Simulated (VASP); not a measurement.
Consider the following.

```
C
1.0
    0.00000     1.77833     1.76944
    1.76944     0.00000     1.76944
    1.76944     1.77833     0.00000
C
2
Direct
  0.00000   0.00000   0.00000
  0.25000   0.25000   0.25000
```

Calculation: PBEsol GGA, VASP's PBE PAW potentials (set 64) (plane waves; VASP). Numerical set-up: 600 eV cut-off, 12×12×12 Γ-centred mesh, Gaussian smearing of 0.050 eV, potentials C.

Give the stress tensor in GPa (positive for a compressed cell).

```
5.52  0.00  0.00
0.00  0.79  0.00
0.00  0.00  5.52
```
The pressure is its mean diagonal, 3.95 GPa.

The compound is C in the diamond structure. This cell was strained or had an atom moved on purpose.
